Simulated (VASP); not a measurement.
## YAl2Pd5 under strain

How does the pressure of YAl2Pd5 answer to a change of volume? The bands are shown for each cell. All runs use PBEsol. Left out of this account: 1 further run (self-consistent run: a reference on another mesh). The start is a computed cell from the Materials Project.

Program: VASP 6.6.1. Level of theory: PBEsol; plane waves and PAW (Y_sv, Al, Pd). Results are calculated unless marked as measured.

This is a report of a sequence of runs, with most program output left out.

### Step 1. Set-up

It takes space group I4/mmm (No. 139, tetragonal). The conventional cell has a = 4.111 Å, b = 4.111 Å, c = 14.890 Å, α = 90.00°, β = 90.00°, γ = 90.00°. Y has 12 Pd at 2.91 to 2.98 Å nearest. Nearest to Al lie 8 Pd at 2.55 to 2.61 Å. Nearest to Pd lie 4 Y at 2.91 Å and 8 Pd at 2.98 Å. Pd has 4 Al at 2.55 to 2.61 Å and 6 Pd at 2.91 to 2.98 Å and 2 Y at 2.98 Å nearest. Farther neighbours are not listed.

As a file:

```xyz
8
Lattice="0.0000 -4.1109 0.0000 -4.1109 0.0000 0.0000 2.0554 -2.0554 -7.4451" Properties=species:S:1:pos:R:3 pbc="T T T"
Y     0.0000    0.0000    0.0000
Al    0.0000   -4.1109   -3.7719
Al   -2.0554   -2.0554   -3.6732
Pd   -2.0554   -2.0554    0.0000
Pd   -2.0554   -4.1109   -2.1565
Pd    0.0000   -2.0554   -2.1565
Pd    0.0000   -2.0554   -5.2886
Pd   -2.0554   -4.1109   -5.2886
```

### Step 2. Bands, cell as listed

Levels along the symmetry lines show where the bands peak and cross; KPOINTS_OPT computes them in the converged potential. PBEsol restores the gradient expansion of exchange and is tuned for the cells of solids.

Contents of INCAR:

```
SYSTEM = YAl2Pd5
PREC = Accurate
ENCUT = 400
EDIFF = 1E-06
NELM = 100
ISMEAR = -1
SIGMA = 0.05
LREAL = .FALSE.
ALGO = Normal
GGA = PS
NBANDS = 53
LASPH = .TRUE.
LORBIT = 11
LWAVE = .FALSE.
LCHARG = .FALSE.
KPAR = 8
```

Contents of POSCAR:

```
YAl2Pd5
1.0
    0.0000000000     -4.1108770000      0.0000000000
   -4.1108770000      0.0000000000      0.0000000000
    2.0554385000     -2.0554385000     -7.4450840500
Y Al Pd
1 2 5
Direct
    0.0000000000      0.0000000000      0.0000000000
    0.7466854600      0.2533145400      0.5066290800
    0.2533145400      0.7466854600      0.4933709200
    0.5000000000      0.5000000000      0.0000000000
    0.8551761700      0.6448238300      0.2896476600
    0.3551761700      0.1448238300      0.2896476600
    0.1448238300      0.3551761700      0.7103523400
    0.6448238300      0.8551761700      0.7103523400
```

Contents of KPOINTS:

```
Automatic mesh
0
Gamma
8 8 8
0 0 0
```

Contents of KPOINTS_OPT:

```
Line mode
12
Line-mode
Reciprocal
  0.00000000   0.00000000   0.00000000 GAMMA
  0.50000000  -0.50000000   0.50000000 X

  0.50000000  -0.50000000   0.50000000 X
  0.53811007  -0.46188993   0.50000000 Y

  0.53811007  -0.46188993   0.50000000 Y
  0.53811007   0.00000000   0.26905504 S

  0.53811007   0.00000000   0.26905504 S
  0.00000000   0.00000000   0.00000000 GAMMA

  0.00000000   0.00000000   0.00000000 GAMMA
  0.00000000   0.00000000  -0.50000000 Z

  0.00000000   0.00000000  -0.50000000 Z
  0.46188993   0.00000000  -0.26905504 S1

  0.46188993   0.00000000  -0.26905504 S1
  0.50000000   0.00000000   0.00000000 N

  0.50000000   0.00000000   0.00000000 N
  0.50000000  -0.50000000   0.25000000 P

  0.50000000  -0.50000000   0.25000000 P
  0.46188993  -0.46188993  -0.03811007 Y1

  0.46188993  -0.46188993  -0.03811007 Y1
  0.00000000   0.00000000  -0.50000000 Z

  0.50000000  -0.50000000   0.50000000 X
  0.50000000  -0.50000000   0.25000000 P
```

PAW data sets: Y_sv, Al and Pd (PBE family, release 64).

Launch:

```
$ mpirun -np 8 vasp_std
```

Run time: 43 s. Hardware: 8 MPI ranks of Intel Xeon 6975P-C (Granite Rapids), shared host; peak memory 4 GiB; 5.6 min of CPU time.

This run has no spin polarisation. Its electron count is odd, so without a moment it is a metal by construction. Spin-orbit coupling is off here; it would split degenerate levels. The cell is typed on its shortest vectors, so the axes of tensors and the coordinates of k-points follow the printed cell and not the standard setting. The PAW data sets were made with PBE, which is usual practice but a small mismatch for other functionals. At this level the cell is under a tension of 3.1 GPa, so at these settings it is away from equilibrium.

This step gave:

* SCF cycles: 14
* electrons: 67
* bands: 53
* irreducible k-points: 59
* symmetry operations: 16
* free energy (TOTEN): -52.4150 eV
* energy at zero smearing: -52.4063 eV
* Fermi energy: 8.960 eV
* pressure: -3.111 GPa
* metallic: yes

The electronic bands at the labelled points (eV, zero at the Fermi level; # counts the bands kept):

```
          point    #27    #28    #29    #30    #31   #32   #33   #34
              Γ  -1.04  -1.02   0.75   0.75   2.72  2.81  3.02  3.02
0.45 of the way  -1.52  -1.52  -0.24   0.17   0.48  1.36  2.35  2.92
              X  -1.73  -1.37  -0.85  -0.75  -0.35  1.06  1.11  1.82
0.45 of the way  -1.74  -1.37  -0.84  -0.73  -0.32  1.07  1.11  1.82
              Y  -1.78  -1.36  -0.82  -0.69  -0.22  1.11  1.11  1.82
0.45 of the way  -1.89  -1.66  -0.81  -0.26   0.99  1.04  1.76  2.11
              S  -1.95  -1.56  -1.08  -0.12   1.80  1.82  1.83  2.80
0.45 of the way  -1.48  -1.41  -0.77  -0.36   1.74  2.31  2.50  2.57
              Γ  -1.04  -1.02   0.75   0.75   2.72  2.81  3.02  3.02
0.55 of the way  -1.04  -1.02   0.55   0.55   1.60  2.57  2.59  2.59
              Z  -1.02  -0.37   0.38   0.38   0.48  2.35  2.35  2.47
0.45 of the way  -1.37  -1.10  -0.41   0.85   1.21  1.87  1.87  2.77
             S1  -1.95  -1.56  -1.08  -0.12   1.80  1.82  1.83  2.80
0.45 of the way  -2.00  -1.56  -1.02  -0.27   1.64  1.81  2.06  2.77
              N  -2.04  -1.55  -0.92  -0.39   1.53  1.80  2.16  2.77
0.55 of the way  -1.78  -1.63  -1.17  -0.16   0.53  1.13  1.65  1.99
              P  -1.72  -1.34  -1.17  -0.48  -0.48  1.08  1.08  1.98
0.45 of the way  -1.61  -1.57  -0.98  -0.61  -0.36  1.08  1.10  1.88
             Y1  -1.78  -1.36  -0.82  -0.69  -0.22  1.11  1.11  1.82
0.55 of the way  -1.28  -0.94  -0.18   0.17   1.14  1.69  2.05  2.17
              Z  -1.02  -0.37   0.38   0.38   0.48  2.35  2.35  2.47
      jump to X  -1.73  -1.37  -0.85  -0.75  -0.35  1.06  1.11  1.82
0.55 of the way  -1.59  -1.58  -0.98  -0.62  -0.38  1.07  1.10  1.88
              P  -1.72  -1.34  -1.17  -0.48  -0.48  1.08  1.08  1.98
```

Of the projections kept (Y, Al, Pd), the largest for each band there; the rest of the weight can lie on other orbitals:

```
point      #27      #28      #29      #30      #31      #32      #33      #34
    Γ  Pd 1.00  Pd 1.00  Pd 0.75  Pd 0.75   Y 0.52   Y 0.63  Pd 0.80  Pd 0.80
    X  Pd 1.00  Pd 1.00  Pd 0.71  Pd 0.82  Pd 0.94  Pd 0.80  Pd 0.72  Pd 0.69
    Y  Pd 0.99  Pd 1.00  Pd 0.73  Pd 0.84  Pd 0.91  Pd 0.77  Pd 0.71  Pd 0.69
    S  Pd 0.95  Pd 0.99  Pd 0.85  Pd 0.76   Y 0.58  Pd 0.68  Pd 0.70   Y 0.53
    Γ  Pd 1.00  Pd 1.00  Pd 0.75  Pd 0.75   Y 0.52   Y 0.63  Pd 0.80  Pd 0.80
    Z  Pd 1.00  Pd 0.72  Pd 0.74  Pd 0.74  Pd 0.82  Pd 0.50  Pd 0.50  Pd 0.51
```

Force by atom:

```
atom  x (eV/Å)  y (eV/Å)  z (eV/Å)    size
  Y1    0.0000    0.0000    0.0000  0.0000
 Al2    0.0000    0.0000    0.0251  0.0251
 Al3    0.0000    0.0000   -0.0251  0.0251
 Pd4    0.0000    0.0000    0.0000  0.0000
 Pd5    0.0000    0.0000    0.0924  0.0924
 Pd6    0.0000    0.0000    0.0924  0.0924
 Pd7    0.0000    0.0000   -0.0924  0.0924
 Pd8    0.0000    0.0000   -0.0924  0.0924
```

There is no gap at this level.

### Step 3. Bands, volume times 1.04

The cell is expanded evenly, with fractional positions held.

INCAR is that of step 2.

Edit POSCAR of step 2 so:

```diff
@@ -2,5 +2,5 @@
 1.0
-    0.0000000000     -4.1108770000      0.0000000000
-   -4.1108770000      0.0000000000      0.0000000000
-    2.0554385000     -2.0554385000     -7.4450840500
+    0.0000000000     -4.1649736905      0.0000000000
+   -4.1649736905      0.0000000000      0.0000000000
+    2.0824868452     -2.0824868452     -7.5430569175
 Y Al Pd
```

KPOINTS is that of step 2.

KPOINTS_OPT is that of step 2.

Launch:

```
$ mpirun -np 8 vasp_std
```

The job ended after 44 s (8 MPI ranks; peak memory 4.1 GiB; 5.7 min of CPU time).

Numbers from this step:

```yaml
free_energy_toten: -52.2422 eV
energy_at_zero_smearing: -52.2329 eV
fermi_energy: 8.425 eV
pressure: -8.267 GPa
```

The electronic bands at the labelled points (eV, zero at the Fermi level; # counts the bands kept):

```
          point    #27    #28    #29    #30    #31   #32   #33   #34
              Γ  -1.01  -0.99   0.74   0.74   2.64  2.74  3.00  3.00
0.55 of the way  -1.51  -1.50  -0.42  -0.01   0.02  1.18  1.86  2.64
              X  -1.65  -1.32  -0.77  -0.72  -0.35  0.99  1.05  1.75
0.55 of the way  -1.67  -1.31  -0.76  -0.70  -0.31  1.01  1.06  1.75
              Y  -1.70  -1.31  -0.74  -0.67  -0.23  1.05  1.06  1.75
0.55 of the way  -1.84  -1.60  -0.81  -0.18   1.10  1.26  1.84  2.07
              S  -1.85  -1.48  -1.02  -0.11   1.76  1.78  1.79  2.75
0.55 of the way  -1.44  -1.35  -0.55   0.24   1.47  2.44  2.55  2.76
              Γ  -1.01  -0.99   0.74   0.74   2.64  2.74  3.00  3.00
0.55 of the way  -1.01  -0.99   0.56   0.56   1.55  2.51  2.57  2.57
              Z  -0.99  -0.35   0.40   0.40   0.45  2.33  2.33  2.43
0.55 of the way  -1.39  -1.37  -0.47   0.92   1.38  1.59  1.74  2.82
             S1  -1.85  -1.48  -1.02  -0.11   1.76  1.78  1.79  2.75
0.45 of the way  -1.90  -1.48  -0.97  -0.24   1.57  1.79  2.01  2.71
              N  -1.94  -1.48  -0.89  -0.34   1.46  1.79  2.12  2.71
0.55 of the way  -1.69  -1.56  -1.12  -0.12   0.50  1.08  1.60  1.91
              P  -1.65  -1.23  -1.12  -0.47  -0.47  1.02  1.02  1.92
0.55 of the way  -1.57  -1.45  -0.86  -0.62  -0.34  1.02  1.04  1.80
             Y1  -1.70  -1.31  -0.74  -0.67  -0.23  1.05  1.06  1.75
0.45 of the way  -1.23  -1.23  -0.13   0.06   1.29  1.47  1.88  1.93
              Z  -0.99  -0.35   0.40   0.40   0.45  2.33  2.33  2.43
      jump to X  -1.65  -1.32  -0.77  -0.72  -0.35  0.99  1.05  1.75
0.45 of the way  -1.54  -1.46  -0.86  -0.63  -0.37  1.00  1.04  1.79
              P  -1.65  -1.23  -1.12  -0.47  -0.47  1.02  1.02  1.92
```

Of the projections kept (Y, Al, Pd), the largest for each band there; the rest of the weight can lie on other orbitals:

```
point      #27      #28      #29      #30      #31      #32      #33      #34
    Γ  Pd 1.00  Pd 1.00  Pd 0.75  Pd 0.75   Y 0.52   Y 0.63  Pd 0.80  Pd 0.80
    X  Pd 1.00  Pd 1.00  Pd 0.71  Pd 0.83  Pd 0.95  Pd 0.80  Pd 0.72  Pd 0.70
    Y  Pd 0.99  Pd 1.00  Pd 0.73  Pd 0.85  Pd 0.92  Pd 0.78  Pd 0.72  Pd 0.70
    S  Pd 0.96  Pd 0.99  Pd 0.85  Pd 0.77  Pd 0.68  Pd 0.70   Y 0.59   Y 0.54
    Γ  Pd 1.00  Pd 1.00  Pd 0.75  Pd 0.75   Y 0.52   Y 0.63  Pd 0.80  Pd 0.80
    Z  Pd 1.00  Pd 0.72  Pd 0.74  Pd 0.74  Pd 0.82   Y 0.51   Y 0.51   Y 0.51
```

 The pressure is -8.27 GPa.

Between step 2 and this run (cell volume +4.0 %) the value for the pressure moves from -3.11 GPa to -8.27 GPa.

### Step 4. Bands, volume times 1.08

INCAR is that of step 3.

Edit POSCAR of step 3 so:

```diff
@@ -2,5 +2,5 @@
 1.0
-    0.0000000000     -4.1649736905      0.0000000000
-   -4.1649736905      0.0000000000      0.0000000000
-    2.0824868452     -2.0824868452     -7.5430569175
+    0.0000000000     -4.2177004738      0.0000000000
+   -4.2177004738      0.0000000000      0.0000000000
+    2.1088502369     -2.1088502369     -7.6385487879
 Y Al Pd
```

KPOINTS is that of step 3.

Contents of KPOINTS_OPT:

```
Line mode
12
Line-mode
Reciprocal
  0.00000000   0.00000000   0.00000000 GAMMA
 -0.50000000  -0.50000000   0.00000000 X

 -0.50000000  -0.50000000   0.00000000 X
 -0.46188993  -0.53811007   0.03811007 Y

 -0.46188993  -0.53811007   0.03811007 Y
  0.00000000  -0.53811007   0.26905504 S

  0.00000000  -0.53811007   0.26905504 S
  0.00000000   0.00000000   0.00000000 GAMMA

  0.00000000   0.00000000   0.00000000 GAMMA
  0.00000000   0.00000000  -0.50000000 Z

  0.00000000   0.00000000  -0.50000000 Z
  0.00000000  -0.46188993  -0.26905504 S1

  0.00000000  -0.46188993  -0.26905504 S1
  0.00000000  -0.50000000   0.00000000 N

  0.00000000  -0.50000000   0.00000000 N
 -0.50000000  -0.50000000  -0.25000000 P

 -0.50000000  -0.50000000  -0.25000000 P
 -0.46188993  -0.46188993  -0.50000000 Y1

 -0.46188993  -0.46188993  -0.50000000 Y1
  0.00000000   0.00000000  -0.50000000 Z

 -0.50000000  -0.50000000   0.00000000 X
 -0.50000000  -0.50000000  -0.25000000 P
```

Launch:

```
$ mpirun -np 8 vasp_std
```

The job ended after 44 s (8 MPI ranks; peak memory 4.1 GiB).

This step gave:

- free energy (TOTEN): -51.9249 eV
- energy at zero smearing: -51.9150 eV
- Fermi energy: 7.933 eV
- pressure: -12.32 GPa

Electronic bands along the path, in eV, zero at the Fermi level; # counts the bands kept:

```
          point    #27    #28    #29    #30    #31   #32   #33   #34
              Γ  -0.98  -0.97   0.74   0.74   2.56  2.67  2.91  2.98
0.55 of the way  -1.45  -1.43  -0.41   0.01   0.03  1.13  1.83  2.58
              X  -1.58  -1.27  -0.70  -0.69  -0.35  0.93  1.00  1.68
0.55 of the way  -1.60  -1.26  -0.69  -0.68  -0.31  0.95  1.00  1.69
              Y  -1.63  -1.26  -0.67  -0.64  -0.24  0.99  1.01  1.69
0.45 of the way  -1.72  -1.50  -0.71  -0.23   0.92  0.95  1.68  1.97
              S  -1.77  -1.42  -0.96  -0.10   1.70  1.72  1.77  2.69
0.55 of the way  -1.38  -1.30  -0.53   0.25   1.44  2.40  2.50  2.70
              Γ  -0.98  -0.97   0.74   0.74   2.56  2.67  2.91  2.98
0.55 of the way  -0.98  -0.97   0.57   0.57   1.51  2.45  2.55  2.55
              Z  -0.97  -0.34   0.42   0.42   0.43  2.31  2.31  2.38
0.45 of the way  -1.26  -1.01  -0.32   0.78   1.17  1.78  1.80  2.68
             S1  -1.77  -1.42  -0.96  -0.10   1.70  1.72  1.77  2.69
0.55 of the way  -1.83  -1.42  -0.91  -0.24   1.48  1.78  2.00  2.66
              N  -1.85  -1.42  -0.86  -0.30   1.40  1.77  2.07  2.66
0.45 of the way  -1.70  -1.48  -1.02  -0.09   0.72  1.23  1.66  1.91
              P  -1.58  -1.12  -1.06  -0.46  -0.46  0.96  0.96  1.86
0.55 of the way  -1.48  -1.39  -0.78  -0.60  -0.34  0.96  0.99  1.73
             Y1  -1.63  -1.26  -0.67  -0.64  -0.24  0.99  1.01  1.69
0.55 of the way  -1.18  -0.85  -0.07   0.13   1.06  1.63  1.95  2.08
              Z  -0.97  -0.34   0.42   0.42   0.43  2.31  2.31  2.38
      jump to X  -1.58  -1.27  -0.70  -0.69  -0.35  0.93  1.00  1.68
0.55 of the way  -1.46  -1.40  -0.83  -0.59  -0.38  0.94  0.99  1.75
              P  -1.58  -1.12  -1.06  -0.46  -0.46  0.96  0.96  1.86
```

Of the projections kept (Y, Al, Pd), the largest for each band there; the rest of the weight can lie on other orbitals:

```
point      #27      #28      #29      #30      #31      #32      #33      #34
    Γ  Pd 1.00  Pd 1.00  Pd 0.74  Pd 0.74   Y 0.52   Y 0.63  Al 0.58  Pd 0.79
    X  Pd 1.00  Pd 1.00  Pd 0.71  Pd 0.84  Pd 0.95  Pd 0.81  Pd 0.72  Pd 0.70
    Y  Pd 0.99  Pd 1.00  Pd 0.74  Pd 0.85  Pd 0.92  Pd 0.78  Pd 0.72  Pd 0.70
    S  Pd 0.96  Pd 1.00  Pd 0.85  Pd 0.77  Pd 0.68  Pd 0.70   Y 0.60   Y 0.55
    Γ  Pd 1.00  Pd 1.00  Pd 0.74  Pd 0.74   Y 0.52   Y 0.63  Al 0.58  Pd 0.79
    Z  Pd 1.00  Pd 0.72  Pd 0.74  Pd 0.74  Pd 0.83   Y 0.52   Y 0.52   Y 0.52
```

Force by atom:

```
atom  x (eV/Å)  y (eV/Å)  z (eV/Å)   size
  Y1     0.000     0.000     0.000  0.000
 Al2     0.000     0.000    -0.045  0.045
 Al3     0.000     0.000     0.045  0.045
 Pd4     0.000     0.000     0.000  0.000
 Pd5     0.000     0.000    -0.149  0.149
 Pd6     0.000     0.000    -0.149  0.149
 Pd7     0.000     0.000     0.149  0.149
 Pd8     0.000     0.000     0.149  0.149
```

 The pressure is -12.32 GPa.

Between step 2 and this run (cell volume +8.0 %) the value for the pressure moves from -3.11 GPa to -12.3 GPa.

### Step 5. Bands, sheared, principal strains -1.5, +0.4, +1.2 %

The cell is sheared at fixed volume, which lowers its symmetry.

INCAR is that of step 4.

Edit POSCAR of step 4 so:

```diff
@@ -2,5 +2,5 @@
 1.0
-    0.0000000000     -4.2177004738      0.0000000000
-   -4.2177004738      0.0000000000      0.0000000000
-    2.1088502369     -2.1088502369     -7.6385487879
+    0.0324490000     -4.1208060000      0.0135170000
+   -4.1117210000      0.0324490000      0.0434600000
+    2.1507930000     -2.0521460000     -7.4419700000
 Y Al Pd
```

KPOINTS is that of step 4.

Contents of KPOINTS_OPT:

```
Line mode
12
Line-mode
Reciprocal
  0.00000000   0.50000000  -0.50000000 X
  0.00000000   0.00000000   0.00000000 GAMMA

  0.00000000   0.00000000   0.00000000 GAMMA
 -0.50000000   0.00000000   0.00000000 Y

 -0.50000000   0.50000000  -0.50000000 L
  0.00000000   0.00000000   0.00000000 GAMMA

  0.00000000   0.00000000   0.00000000 GAMMA
  0.50000000   0.00000000   0.50000000 Z

  0.50000000   0.50000000   0.00000000 N
  0.00000000   0.00000000   0.00000000 GAMMA

  0.00000000   0.00000000   0.00000000 GAMMA
  0.00000000   0.00000000   0.50000000 M

  0.00000000   0.50000000   0.00000000 R
  0.00000000   0.00000000   0.00000000 GAMMA
```

Launch:

```
$ mpirun -np 8 vasp_std
```

Wall time 89 s (8 MPI ranks); peak memory 12 GiB; 12 min of CPU time.

The path and its labels are those of the sheared lattice, so a letter need not mean the same point as in the unstrained cell.

This step gave:

```yaml
irreducible_k_points: 260
symmetry_operations: 2
free_energy_toten: -52.3933 eV
energy_at_zero_smearing: -52.3848 eV
fermi_energy: 8.954 eV
pressure: -3.041 GPa
```

Electronic bands along the path, in eV, zero at the Fermi level; # counts the bands kept:

```
          point    #26    #27    #28    #29    #30    #31   #32   #33
              X  -2.23  -2.03  -1.55  -0.86  -0.38   1.43  1.82  2.23
0.45 of the way  -1.82  -1.45  -1.40  -0.84   0.12   1.59  2.17  2.53
              Γ  -1.39  -1.05  -1.02   0.74   0.76   2.72  2.84  2.99
0.55 of the way  -1.84  -1.45  -1.41  -0.82   0.08   1.60  2.17  2.52
              Y  -2.24  -2.03  -1.54  -0.89  -0.37   1.51  1.82  2.20
      jump to L  -1.79  -1.72  -1.38  -0.92  -0.79  -0.27  1.01  1.16
0.55 of the way  -1.67  -1.52  -1.49  -0.22   0.23   0.49  1.44  2.34
              Γ  -1.39  -1.05  -1.02   0.74   0.76   2.72  2.84  2.99
0.55 of the way  -1.85  -1.44  -1.41  -0.79   0.05   1.60  2.18  2.51
              Z  -2.26  -2.02  -1.54  -0.92  -0.37   1.59  1.80  2.17
      jump to N  -1.83  -1.72  -1.34  -0.83  -0.63  -0.43  0.94  1.21
0.45 of the way  -1.61  -1.58  -1.54  -0.42  -0.06  -0.02  1.12  1.93
              Γ  -1.39  -1.05  -1.02   0.74   0.76   2.72  2.84  2.99
0.45 of the way  -1.50  -1.05  -1.03   0.58   0.62   1.90  2.59  2.67
              M  -1.05  -1.03  -0.33   0.35   0.40   0.52  2.31  2.35
      jump to R  -2.29  -2.01  -1.53  -0.94  -0.37   1.69  1.77  2.13
0.55 of the way  -1.77  -1.49  -1.38  -0.52   0.50   1.39  2.36  2.60
              Γ  -1.39  -1.05  -1.02   0.74   0.76   2.72  2.84  2.99
```

Of the projections kept (Y, Al, Pd), the largest for each band there; the rest of the weight can lie on other orbitals:

```
point      #26      #27      #28      #29      #30      #31      #32      #33
    X  Pd 0.99  Pd 0.96  Pd 1.00  Pd 0.95  Pd 0.67  Pd 0.84   Y 0.60  Pd 0.50
    Γ  Pd 1.00  Pd 1.00  Pd 1.00  Pd 0.75  Pd 0.74   Y 0.52   Y 0.63  Pd 0.78
    Y  Pd 0.99  Pd 0.96  Pd 1.00  Pd 0.95  Pd 0.67  Pd 0.84   Y 0.59  Pd 0.50
    L  Pd 0.68  Pd 1.00  Pd 1.00  Pd 0.72  Pd 0.82  Pd 0.94  Pd 0.72  Pd 0.79
    Γ  Pd 1.00  Pd 1.00  Pd 1.00  Pd 0.75  Pd 0.74   Y 0.52   Y 0.63  Pd 0.78
    Z  Pd 0.98  Pd 0.96  Pd 1.00  Pd 0.95  Pd 0.66  Pd 0.84   Y 0.59  Pd 0.50
```

Force by atom:

```
atom  x (eV/Å)  y (eV/Å)  z (eV/Å)   size
  Y1     0.000     0.000     0.000  0.000
 Al2     0.017     0.004     0.019  0.026
 Al3    -0.017    -0.004    -0.019  0.026
 Pd4     0.000     0.000     0.000  0.000
 Pd5     0.011     0.024     0.086  0.090
 Pd6     0.084     0.003     0.091  0.124
 Pd7    -0.011    -0.024    -0.086  0.090
 Pd8    -0.084    -0.003    -0.091  0.124
```

 The pressure is -3.04 GPa, and the symmetry operations fall from 16 to 2.

(Continued in part 2 of 2.)

[Lines on the potential files, build, host, timing and source positions are cut from VASP's logs without a mark.]

[Logs are printed without paths, hosts, clocks, repeated set-up lines and the standing remarks that a program may print on its own settings, such as how far it seeks lower states.]

[Hosts, paths, dates, database ids (printed as entryN), source tags and the programs' standing remarks are cut or masked in the printed files.]

[A measured line is paired with the nearest computed mode of its activity, which favours agreement.]
